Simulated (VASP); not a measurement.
```
CaO
1.0
    0.00000     2.35978     2.35978
    2.35978     0.00000     2.35978
    2.35978     2.35978     0.00000
Ca O
1 1
Direct
  0.00000   0.00000   0.00000
  0.50000   0.50000   0.50000
```

Computed with LDA (Ceperley-Alder, Perdew-Zunger), VASP's LDA PAW potentials (set 64) (plane waves; VASP 6.6.1). Run with 520 eV cut-off, 10×10×10 Γ-centred mesh, Gaussian smearing of 0.010 eV, potentials Ca_sv O.

Task: The job: CaO (rock salt), 2 atoms, LDA, DFPT for ε, Born charges and Γ modes, 520 eV, 10×10×10 Γ-centred mesh. Roughly how much core time does it take on a busy server core?

Result: About 4 core-minutes (one run on a shared machine, a rough figure). It had 47 irreducible k-points, 12 bands, up to 725 plane waves and 232 electronic steps.

The compound is CaO in the rock salt structure. It was relaxed first, which changed the volume by -6 %.
